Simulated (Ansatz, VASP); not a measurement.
## BH4Pt in VASP and in Ansatz

```
B H Pt
1.0
     0.00000    2.94298    2.94298
     2.94298    0.00000    2.94298
     2.94298    2.94298    0.00000
B H Pt
1 4 1
Direct
  0.00000 0.00000 0.00000
  0.62513 0.12462 0.62513
  0.62513 0.62513 0.12462
  0.62513 0.62513 0.62513
  0.12462 0.62513 0.62513
  0.25000 0.25000 0.25000
```

Change from the starting cell: species swapped into the CeYCo4 type (F-43m, No. 216).

Alike in both runs: task single point; functional PBE; k mesh 6 × 6 × 6; occupations gaussian, width 0.1 eV; no spin polarisation.

|  | VASP | Ansatz |
| --- | --- | --- |
| version | VASP 6.6.1 | Ansatz 0.2.0 |
| potentials or method | VASP PAW PBE potentials, release 64 (B, H, Pt) | scalar-relativistic, plane waves, PAW |
| plane-wave cutoff (eV) | 520 | 420 |
| valence electrons in the cell | 17 | 25 |

|  | VASP | Ansatz | Ansatz less VASP |
| --- | --- | --- | --- |
| gap on the k mesh at the Fermi level (eV) | none | none | - |
| rms of the force components (eV/Å) | 0.036 | 0.036 | 0.0000 |

Atom by atom the forces differ by 0.000 eV/Å (rms over components). A gap of «none» marks a metal or a gap that the smearing closes. The functional is the same, so the differences come from potentials, cutoffs and numerics. The two sets of potentials don't hold the same shells in valence.

 The runs have no spin-orbit coupling, so splittings on Pt are missing.
